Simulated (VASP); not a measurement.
OSZICAR of a VASP run on Bi (a7):

**OSZICAR**
```
       N       E                     dE             d eps       ncg     rms          rms(c)
DAV:   1     0.294554095473E+03    0.29455E+03   -0.16765E+04  5548   0.191E+03
DAV:   2     0.159054333610E+02   -0.27865E+03   -0.27496E+03  5566   0.461E+02
DAV:   3    -0.692039117139E+01   -0.22826E+02   -0.22518E+02  6437   0.154E+02
DAV:   4    -0.770680207508E+01   -0.78641E+00   -0.78506E+00  6230   0.314E+01
DAV:   5    -0.774723013727E+01   -0.40428E-01   -0.40436E-01  7463   0.635E+00    0.101E+00
DAV:   6    -0.774528535659E+01    0.19448E-02   -0.18870E-02  6778   0.159E+00    0.612E-01
DAV:   7    -0.774555038650E+01   -0.26503E-03   -0.12066E-02  6467   0.141E+00    0.112E-01
DAV:   8    -0.774573330427E+01   -0.18292E-03   -0.14751E-03  6022   0.481E-01    0.204E-02
DAV:   9    -0.774574898442E+01   -0.15680E-04   -0.56105E-05  7389   0.674E-02    0.945E-03
DAV:  10    -0.774574555597E+01    0.34284E-05   -0.61414E-06  6441   0.223E-02    0.155E-03
DAV:  11    -0.774574590743E+01   -0.35145E-06   -0.50991E-07  4899   0.566E-03    0.102E-03
DAV:  12    -0.774574569643E+01    0.21100E-06   -0.15510E-07  4561   0.356E-03    0.216E-04
DAV:  13    -0.774574572824E+01   -0.31810E-07   -0.21490E-08  2942   0.189E-03
   1 F= -.86705587E+01 E0= -.86705587E+01  d E =0.000000E+00
```

Problem. Which electronic solver shows in the log?

Solution. It is blocked Davidson (ALGO = Normal, or the opening steps of other solvers). The INCAR had ALGO = Normal.

Problem. Can the final energy be trusted as converged?

Solution. The run converged. It stopped with EDIFF = 1E-7, NELM = 100 (PBE GGA with D3 dispersion (Becke-Johnson damping), plane waves, VASP's PBE PAW potentials (set 64)).

The compound is Bi in the a7 structure. It was relaxed first.
